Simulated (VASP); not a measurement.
Method: PBE GGA, VASP's PBE PAW potentials (set 64) (plane waves; VASP 6.6.1).

The input files of a VASP run:

**INCAR**
```
# general
SYSTEM  = ZrB2
PREC    = Accurate
ENCUT   = 520
LREAL   = .False.
LASPH   = .True.

# electronic loop
EDIFF   = 1E-6
NELM    = 100
ALGO    = Normal
LMAXMIX = 4

# smearing
ISMEAR  = -5

# functional
GGA     = PE

# ions
ISIF    = 2

# output
LWAVE   = .False.
LCHARG  = .False.
```

### KPOINTS
```
Automatic
0
gamma
  10 10 8
```

File POSCAR:
```
ZrB2
1
    1.5817500000    -2.7672120000     0.0000000000
    1.5817500000     2.7672120000     0.0000000000
    0.0000000000     0.0000000000     3.5391650000
Zr B
1 2
Direct
  0.0000000000   0.0000000000   0.0000000000
  0.3333330000   0.6666670000   0.5000000000
  0.6956190000   0.3622850000   0.5000000000
```

POTCAR, in this order: Zr_sv B (PBE.64 set). Program: vasp_std.

The run wrote:

**OSZICAR**
```
       N       E                     dE             d eps       ncg     rms          rms(c)
DAV:   1     0.110366880101E+03    0.11037E+03   -0.98837E+03  6760   0.138E+03
DAV:   2    -0.220018512981E+02   -0.13237E+03   -0.12875E+03  7927   0.336E+02
DAV:   3    -0.274814087196E+02   -0.54796E+01   -0.54389E+01 10957   0.599E+01
DAV:   4    -0.275989100780E+02   -0.11750E+00   -0.11746E+00  8574   0.814E+00
DAV:   5    -0.276026068255E+02   -0.36967E-02   -0.37035E-02 10556   0.103E+00    0.214E+01
DAV:   6    -0.249367978895E+02    0.26658E+01   -0.80239E+00  8271   0.199E+01    0.862E+00
DAV:   7    -0.249077348527E+02    0.29063E-01   -0.88326E-01 10403   0.612E+00    0.312E+00
DAV:   8    -0.249095604231E+02   -0.18256E-02   -0.92071E-02  8116   0.281E+00    0.786E-01
DAV:   9    -0.249065610692E+02    0.29994E-02   -0.15592E-02  8605   0.103E+00    0.141E-01
DAV:  10    -0.249065600517E+02    0.10175E-05   -0.88744E-04  8812   0.280E-01    0.421E-02
DAV:  11    -0.249065664031E+02   -0.63514E-05   -0.32192E-05  9081   0.674E-02    0.142E-02
DAV:  12    -0.249065716747E+02   -0.52716E-05   -0.19965E-06  6453   0.154E-02    0.416E-03
DAV:  13    -0.249065734201E+02   -0.17454E-05   -0.50737E-07  4555   0.671E-03    0.148E-03
DAV:  14    -0.249065732891E+02    0.13100E-06   -0.77030E-08  3945   0.286E-03
   1 F= -.24906573E+02 E0= -.24906573E+02  d E =0.000000E+00
```

File OUTCAR:
```
------------------------ aborting loop because EDIFF is reached ----------------------------------------
  FORCE on cell =-STRESS in cart. coord.  units (eV):
  Direction    XX          YY          ZZ          XY          YZ          ZX
  --------------------------------------------------------------------------------------
  Total        0.4998444     -0.6253925      0.0519543      0.1721133      0.0000000      0.0000000
  in kB       25.8484392    -32.3409058      2.6867090      8.9004919      0.0000000      0.0000000
  external PRESSURE =      -1.2685859 kB  Pullay stress =       0.0000000 kB
  volume of cell :       30.98
      direct lattice vectors                 reciprocal lattice vectors
     1.581750000 -2.767212000  0.000000000     0.316105579 -0.180687277  0.000000000
     1.581750000  2.767212000  0.000000000     0.316105579  0.180687277  0.000000000
     0.000000000  0.000000000  3.539165000     0.000000000  0.000000000  0.282552523
 POSITION                                       TOTAL-FORCE (eV/Angst)
 -----------------------------------------------------------------------------------
      0.00000      0.00000      0.00000         0.590694      0.033435      0.000000
      1.58175      0.92241      1.76958         0.777929     -0.100196      0.000000
      1.67334     -0.92241      1.76958        -1.368624      0.066761      0.000000
 -----------------------------------------------------------------------------------
    total drift:                                0.000021      0.000004      0.000000
  FREE ENERGIE OF THE ION-ELECTRON SYSTEM (eV)
  ---------------------------------------------------
  free  energy   TOTEN  =       -24.9065732891 eV

  energy  without entropy=      -24.9065732891  energy(sigma->0) =      -24.90657329
```
(Selected blocks of OUTCAR.)

### OUTCAR
```
 val. band max:       10.6369262246   @ k =   0.1000   0.0000   0.3750

 cond. band min:      10.1332607457   @ k =   0.2000   0.4000   0.0000


 Fermi energy:        10.5206869270

 k-point     1 :       0.0000    0.0000    0.0000
  band No.  band energies     occupation
      1     -38.2078      2.00000
      2     -16.3917      2.00000
      3     -15.8689      2.00000
      4     -15.8327      2.00000
      5      -2.2581      2.00000
      6       7.4604      2.00000
      7       7.8487      2.00000
      8       8.0844      2.00000
      9       8.2023      2.00000
     10      13.7222      0.00000
     11      13.8767      0.00000
     12      14.2815      0.00000
     13      14.6099      0.00000

 k-point     2 :       0.1000    0.0000    0.0000
  band No.  band energies     occupation
      1     -38.1971      2.00000
      2     -16.3759      2.00000
      3     -15.9263      2.00000
      4     -15.8894      2.00000
      5      -2.0629      2.00000
      6       6.9700      2.00000
      7       7.9020      2.00000
      8       7.9999      2.00000
      9       8.1923      2.00000
     10      13.4672      0.00000
     11      13.5973      0.00000
     12      13.8984      0.00000
     13      14.1015      0.00000

 k-point     3 :       0.0000    0.1000    0.0000
  band No.  band energies     occupation
      1     -38.1970      2.00000
      2     -16.3755      2.00000
      3     -15.9555      2.00000
      4     -15.8613      2.00000
      5      -2.0567      2.00000
      6       7.3792      2.00000
      7       7.6435      2.00000
      8       7.8459      2.00000
      9       8.0569      2.00000
     10      13.4421      0.00000
     11      13.7222      0.00000
     12      14.0210      0.00000
     13      14.1337      0.00000

 k-point     4 :       0.2000    0.0000    0.0000
  band No.  band energies     occupation
      1     -38.1689      2.00000
      2     -16.3342      2.00000
      3     -16.1642      2.00000
...
```

For a metal the tetrahedron method with Blöchl corrections gives inexact stress and forces.

The compound is ZrB2 in the AlB2 type structure. The cell was not relaxed at this level, atoms are displaced from their ideal sites. The run is one of a series of settings (ISMEAR = -5, SIGMA removed against the base run), some of them coarse on purpose.
